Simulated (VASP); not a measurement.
**SiC: band structure with PBE**

**What was measured.**

“Insight into the structural, elastic and electronic properties of a new orthorhombic 6O-SiC polytype”, 2020, pmc:7200658 quotes, for a bulk crystal of SiC: band gap 2.4 eV (indirect).

Crystal: SiC.

```
Si C
1.0
     0.00000    2.18970    2.18970
     2.18970    0.00000    2.18970
     2.18970    2.18970    0.00000
Si C
1 1
Direct
  0.00000 0.00000 0.00000
  0.25000 0.25000 0.25000
```

```json
{"Program": "VASP 6.6.1", "Task": "band structure", "Functional": "PBE", "Potentials or basis": "VASP PAW PBE potentials, release 64 (Si, C)", "Cutoff": "520 eV", "k mesh": "12 × 12 × 12", "Occupations": "gaussian, width 0.02 eV", "Spin": "no spin polarisation", "Further INCAR settings": "ALGO = Normal; EDIFF = 1e-07"}
```

The band gap on the k mesh is 1.37 eV, indirect (least direct gap 4.53 eV) and the band gap along the path is 1.37 eV, indirect (least direct gap 4.53 eV).

Levels at the corners of the path, in eV from the valence-band top:
| point | band 1 | band 2 | band 3 | band 4 | band 5 | band 6 | band 7 | band 8 |
| --- | --- | --- | --- | --- | --- | --- | --- | --- |
| Γ | -15.29 | 0.00 | 0.00 | 0.00 | 6.06 | 7.21 | 7.21 | 7.21 |
| X | -10.34 | -7.75 | -3.16 | -3.16 | 1.37 | 4.27 | 13.86 | 13.86 |
| X | -10.34 | -7.75 | -3.16 | -3.16 | 1.37 | 4.27 | 13.86 | 13.87 |
| W | -10.12 | -7.00 | -4.92 | -4.63 | 5.19 | 9.30 | 9.33 | 9.70 |
| W | -10.12 | -7.00 | -4.92 | -4.63 | 5.19 | 9.30 | 9.33 | 9.70 |
| K | -10.34 | -7.24 | -5.47 | -2.57 | 3.10 | 7.68 | 11.72 | 12.30 |
| K | -10.34 | -7.24 | -5.47 | -2.57 | 3.10 | 7.68 | 11.72 | 12.30 |
| Γ | -15.29 | 0.00 | 0.00 | 0.00 | 6.06 | 7.21 | 7.21 | 7.21 |
| Γ | -15.29 | 0.00 | 0.00 | 0.00 | 6.06 | 7.21 | 7.21 | 7.21 |
| L | -11.78 | -8.45 | -1.05 | -1.05 | 5.30 | 7.17 | 7.17 | 9.97 |
| L | -11.78 | -8.45 | -1.05 | -1.05 | 5.30 | 7.17 | 7.17 | 9.97 |
| U | -10.34 | -7.24 | -5.47 | -2.57 | 3.10 | 7.68 | 11.72 | 12.30 |
| U | -10.34 | -7.24 | -5.47 | -2.57 | 3.10 | 7.68 | 11.72 | 12.30 |
| W | -10.12 | -7.00 | -4.92 | -4.63 | 5.19 | 9.30 | 9.33 | 9.70 |
| W | -10.12 | -7.00 | -4.92 | -4.63 | 5.19 | 9.30 | 9.33 | 9.70 |
| L | -11.78 | -8.45 | -1.05 | -1.05 | 5.30 | 7.17 | 7.17 | 9.97 |
| L | -11.78 | -8.45 | -1.05 | -1.05 | 5.30 | 7.17 | 7.17 | 9.97 |
| K | -10.34 | -7.24 | -5.47 | -2.57 | 3.10 | 7.68 | 11.72 | 12.30 |
| U | -10.34 | -7.24 | -5.47 | -2.57 | 3.10 | 7.68 | 11.72 | 12.30 |
| X | -10.34 | -7.75 | -3.16 | -3.16 | 1.37 | 4.27 | 13.86 | 13.86 |

It took 19 s on 1 thread of AMD EPYC 7R13 Processor (Zen 3) (shared host), peak memory 0.11 GiB.

A measured gap of SiC is 2.4 eV (indirect; quoted in “Insight into the structural, elastic and electronic properties of a new orthorhombic 6O-SiC polytype”, 2020, pmc:7200658); the calculated 1.37 eV misses it by -1.03 eV. The value is that of PBE, without temperature or zero-point motion. Semilocal functionals fall short of measured gaps as a rule.

Caveat: the log is that of the step along the path at fixed density, whose energy, stress, charges and moments have no meaning.
